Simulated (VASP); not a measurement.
All values below come from vdW-DF2, VASP's PBE PAW potentials (set 64) (plane waves; VASP).

VASP ran on this input.

### INCAR
```
SYSTEM = CdF2
PREC = Accurate
ENCUT = 520
EDIFF = 1E-6
NELM = 100
ALGO = Normal
LREAL = .FALSE.
LASPH = .TRUE.
ISMEAR = 0
SIGMA = 0.05
GGA = ML
ZAB_VDW = -1.8867
LUSE_VDW = .TRUE.
AGGAC = 0.0
LMAXMIX = 4
LWAVE = .FALSE.
LCHARG = .FALSE.
IBRION = 2
ISIF = 3
NSW = 60
EDIFFG = -0.02
```

### POSCAR
```
CdF2
1
    0.0000000000     2.6950000000     2.6950000000
    2.6950000000     0.0000000000     2.6950000000
    2.6950000000     2.6950000000     0.0000000000
Cd F
1 2
Direct
  0.0000000000   0.0000000000   0.0000000000
  0.2500000000   0.2500000000   0.2500000000
  0.7500000000   0.7500000000   0.7500000000
```

KPOINTS:
```
Regular mesh
0
gamma
  7 7 7
0 0 0
```

POTCAR, in this order: Cd F (PBE.64 set). Program: vasp_std.

Output of the run:

### OSZICAR
```
       N       E                     dE             d eps       ncg     rms          rms(c)
DAV:   1     0.214104996955E+03    0.21410E+03   -0.15863E+04   696   0.155E+03
DAV:   2     0.234756799987E+01   -0.21176E+03   -0.20603E+03   776   0.390E+02
DAV:   3    -0.671226259175E+01   -0.90598E+01   -0.90390E+01   753   0.906E+01
DAV:   4    -0.676379422900E+01   -0.51532E-01   -0.51520E-01   769   0.677E+00
DAV:   5    -0.676396646544E+01   -0.17224E-03   -0.17223E-03   721   0.361E-01    0.114E+01
DAV:   6    -0.433863220672E+01    0.24253E+01   -0.76649E+00   925   0.479E+01    0.746E+00
DAV:   7    -0.436328465707E+01   -0.24652E-01   -0.91157E-01   681   0.106E+01    0.448E+00
DAV:   8    -0.433669927757E+01    0.26585E-01   -0.17279E-01   702   0.425E+00    0.724E-01
DAV:   9    -0.432768615636E+01    0.90131E-02   -0.40403E-02   893   0.247E+00    0.981E-02
DAV:  10    -0.432798001881E+01   -0.29386E-03   -0.28208E-03   688   0.695E-01    0.918E-02
DAV:  11    -0.432799510552E+01   -0.15087E-04   -0.12501E-04   757   0.159E-01    0.282E-02
DAV:  12    -0.432800619720E+01   -0.11092E-04   -0.25289E-05   687   0.612E-02    0.104E-02
DAV:  13    -0.432800651441E+01   -0.31720E-06   -0.44107E-06   672   0.288E-02
   1 F= -.43280065E+01 E0= -.43280065E+01  d E =-.432801E+01
       N       E                     dE             d eps       ncg     rms          rms(c)
DAV:   1    -0.851401336580E+01   -0.41860E+01   -0.87610E+01   684   0.115E+02    0.179E+01
DAV:   2    -0.475145615887E+01    0.37626E+01   -0.14879E+01   685   0.372E+01    0.425E+00
DAV:   3    -0.448231185618E+01    0.26914E+00   -0.63602E-01   681   0.116E+01    0.485E+00
DAV:   4    -0.443543749544E+01    0.46874E-01   -0.68746E-02   724   0.309E+00    0.328E+00
DAV:   5    -0.441882833699E+01    0.16609E-01   -0.11061E-02   680   0.137E+00    0.281E-01
DAV:   6    -0.441859721489E+01    0.23112E-03   -0.17315E-03   734   0.500E-01    0.936E-02
DAV:   7    -0.441861869148E+01   -0.21477E-04   -0.12155E-04   706   0.137E-01    0.242E-02
DAV:   8    -0.441861445689E+01    0.42346E-05   -0.43089E-05   691   0.922E-02    0.307E-02
DAV:   9    -0.441861475503E+01   -0.29813E-06   -0.37013E-06   727   0.250E-02
   2 F= -.44186148E+01 E0= -.44186148E+01  d E =-.906082E-01
       N       E                     dE             d eps       ncg     rms          rms(c)
DAV:   1    -0.480521003410E+01   -0.38660E+00   -0.75896E+00   684   0.320E+01    0.469E+00
DAV:   2    -0.446292060906E+01    0.34229E+00   -0.15168E+00   693   0.113E+01    0.942E-01
DAV:   3    -0.443953687944E+01    0.23384E-01   -0.66750E-02   712   0.485E+00    0.928E-01
DAV:   4    -0.443611519804E+01    0.34217E-02   -0.92256E-03   683   0.114E+00    0.663E-01
DAV:   5    -0.443528709922E+01    0.82810E-03   -0.21301E-03   681   0.548E-01    0.120E-01
DAV:   6    -0.443517063954E+01    0.11646E-03   -0.51602E-04   827   0.374E-01    0.162E-02
DAV:   7    -0.443517579977E+01   -0.51602E-05   -0.29280E-05   699   0.525E-02    0.109E-02
DAV:   8    -0.443517627982E+01   -0.48005E-06   -0.35151E-06   684   0.298E-02
   3 F= -.44351763E+01 E0= -.44351763E+01  d E =-.107170E+00
```

### OUTCAR
```
------------------------ aborting loop because EDIFF is reached ----------------------------------------
  FORCE on cell =-STRESS in cart. coord.  units (eV):
  Direction    XX          YY          ZZ          XY          YZ          ZX
  --------------------------------------------------------------------------------------
  Total        0.0031883      0.0031883      0.0031883     -0.0000000      0.0000000      0.0000000
  in kB        0.1197706      0.1197706      0.1197706     -0.0000000      0.0000000      0.0000000
  external PRESSURE =       0.1197706 kB  Pullay stress =       0.0000000 kB
  volume of cell :       42.65
      direct lattice vectors                 reciprocal lattice vectors
     0.000000000  2.773073417  2.773073417    -0.180305360  0.180305360  0.180305360
     2.773073417  0.000000000  2.773073417     0.180305360 -0.180305360  0.180305360
     2.773073417  2.773073417 -0.000000000     0.180305360  0.180305360 -0.180305360
 POSITION                                       TOTAL-FORCE (eV/Angst)
 -----------------------------------------------------------------------------------
      0.00000      0.00000      0.00000         0.000000      0.000000     -0.000000
      1.38654      1.38654      1.38654        -0.000000      0.000000     -0.000000
      4.15961      4.15961      4.15961         0.000000     -0.000000      0.000000
 -----------------------------------------------------------------------------------
    total drift:                                0.000000      0.000000      0.000000
  FREE ENERGIE OF THE ION-ELECTRON SYSTEM (eV)
  ---------------------------------------------------
  free  energy   TOTEN  =        -4.4351762798 eV

  energy  without entropy=       -4.4351762798  energy(sigma->0) =       -4.43517628

 reached required accuracy - stopping structural energy minimisation
```
(Selected blocks of OUTCAR.)

**CONTCAR**
```
CdF2
   1.00000000000000
     0.0000000000000000    2.7730734167588400    2.7730734167588400
     2.7730734167588400    0.0000000000000000    2.7730734167588400
     2.7730734167588400    2.7730734167588400   -0.0000000000000000
  Cd              F
     1     2
Direct
     0.0000000000000000    0.0000000000000000    0.0000000000000000
     0.2500000000000000    0.2500000000000000    0.2500000000000000
     0.7500000000000000    0.7500000000000000    0.7500000000000000
```

**OUTCAR**
```
 val. band max:       -2.2777935981   @ k =  -0.2857   0.4286   0.1429

 cond. band min:       0.4824642245   @ k =   0.0000   0.0000   0.0000


 Fermi energy:        -1.9520807729

 k-point     1 :       0.0000    0.0000    0.0000
  band No.  band energies     occupation
      1     -22.4812      2.00000
      2     -21.6025      2.00000
      3      -7.5763      2.00000
      4      -7.5763      2.00000
      5      -7.5763      2.00000
      6      -6.7244      2.00000
      7      -6.7244      2.00000
      8      -2.9912      2.00000
      9      -2.9912      2.00000
     10      -2.9912      2.00000
     11      -2.7975      2.00000
     12      -2.7974      2.00000
     13      -2.7974      2.00000
     14       0.4825      0.00000
     15       9.9809      0.00000
     16       9.9809      0.00000
     17       9.9809      0.00000

 k-point     2 :       0.1429    0.0000    0.0000
  band No.  band energies     occupation
      1     -22.4291      2.00000
      2     -21.6457      2.00000
      3      -7.5182      2.00000
      4      -7.5182      2.00000
      5      -7.4100      2.00000
      6      -6.7381      2.00000
      7      -6.7381      2.00000
      8      -3.5499      2.00000
      9      -3.1451      2.00000
     10      -3.1451      2.00000
     11      -2.8931      2.00000
     12      -2.7450      2.00000
     13      -2.7450      2.00000
     14       1.1789      0.00000
     15       9.0592      0.00000
     16      10.2377      0.00000
     17      10.2377      0.00000

 k-point     3 :       0.2857    0.0000    0.0000
  band No.  band energies     occupation
      1     -22.2943      2.00000
      2     -21.7650      2.00000
      3      -7.4014      2.00000
      4      -7.4014      2.00000
      5      -6.9927      2.00000
      6      -6.7364      2.00000
      7      -6.7364      2.00000
      8      -4.2581      2.00000
      9      -3.4468      2.00000
     10      -3.4468      2.00000
     11      -3.4387      2.00000
...
```

Energy and stress use the plane-wave basis of the starting cell.

The compound is CdF2 in the fluorite structure. This run relaxes it. Symmetry was kept, so distortions that lower it aren't found.
